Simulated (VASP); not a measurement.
A run of VASP 6.6.1 is set up as follows.

Contents of POSCAR:

```
Mg3CdSe2O2
1.0
    3.8888500000      0.0000000000      0.0000000000
    0.0000000000      3.8888500000      0.0000000000
    0.0000000000      0.0000000000      9.8099500000
Mg Cd Se O
3 1 2 2
Direct
    0.0000000000      0.0000000000      0.5000000000
    0.5000000000      0.5000000000      0.3480200000
    0.5000000000      0.5000000000      0.6519800000
    0.0000000000      0.0000000000      0.0000000000
    0.5000000000      0.0000000000      0.1806570000
    0.0000000000      0.5000000000      0.8193430000
    0.5000000000      0.0000000000      0.5618630000
    0.0000000000      0.5000000000      0.4381370000
```

File INCAR.step1:

```
SYSTEM = Mg3CdSe2O2
PREC = Accurate
ENCUT = 520
EDIFF = 1E-8
ISMEAR = 0
SIGMA = 0.03
LREAL = .False.
LASPH = .True.
NELM = 60
ALGO = Normal
ISIF = 3
LWAVE = .False.
LCHARG = .False.
GGA = PE
KPAR = 8
IBRION = 2
NSW = 40
EDIFFG = -0.002
```

Contents of INCAR.step2:

```
SYSTEM = Mg3CdSe2O2
PREC = Accurate
ENCUT = 520
EDIFF = 1E-8
ISMEAR = 0
SIGMA = 0.03
LREAL = .False.
LASPH = .True.
NELM = 60
ALGO = Normal
ISIF = 3
LWAVE = .False.
LCHARG = .False.
GGA = PE
KPAR = 8
IBRION = 6
NFREE = 2
POTIM = 0.015
NSW = 1
```

The input KPOINTS:

```
Automatic mesh
0
Gamma
  5 5 4
  0 0 0
```

Potentials or basis: VASP PAW PBE potentials, release 64 (Mg, Cd, Se, O).

Command:

```sh
$ cat potpaw_PBE.64/Mg/POTCAR potpaw_PBE.64/Cd/POTCAR potpaw_PBE.64/Se/POTCAR potpaw_PBE.64/O/POTCAR > POTCAR
$ cp INCAR.step1 INCAR
$ mpirun -np 8 vasp_std > vasp.out
$ cp CONTCAR POSCAR
$ cp INCAR.step2 INCAR
$ mpirun -np 8 vasp_std > vasp.out
```

Q: Estimate the Voigt bulk modulus.

A: 72 GPa.

Q: Estimate the highest phonon frequency at Γ, LO-TO splitting left out.

A: 518 cm⁻¹.

Elastic tensor in Voigt notation (GPa, in the Cartesian axes of the cell as first typed):
```
113  68  47   0   0   0
 68 113  47   0   0   0
 47  47 101   0   0   0
  0   0   0  19   0   0
  0   0   0   0  19   0
  0   0   0   0   0  48
```
